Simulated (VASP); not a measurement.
```
CELL_PARAMETERS angstrom
      0.00000     3.56825     3.56825
      3.56825     0.00000     3.56825
      3.56825     3.56825     0.00000
ATOMIC_POSITIONS crystal
  Sr 0.00000 0.00000 0.00000
  Cl 0.25000 0.25000 0.25000
  Cl 0.75000 0.75000 0.75000
```

The numbers are results of MS2 meta-GGA, VASP's PBE PAW potentials (set 64) (plane waves; VASP), not measurements. Settings: 520 eV cut-off, 6×6×6 Γ-centred mesh, Gaussian smearing of 0.050 eV, potentials Sr_sv Cl.

Give the stress tensor in GPa (positive for a compressed cell).

```
-1.89   0.00   0.00
 0.00  -1.89   0.00
 0.00   0.00  -1.89
```
The pressure is its mean diagonal, -1.89 GPa.

The compound is SrCl2 in the fluorite structure. This cell is one point of a volume scan, at 1.06 of the reference volume.
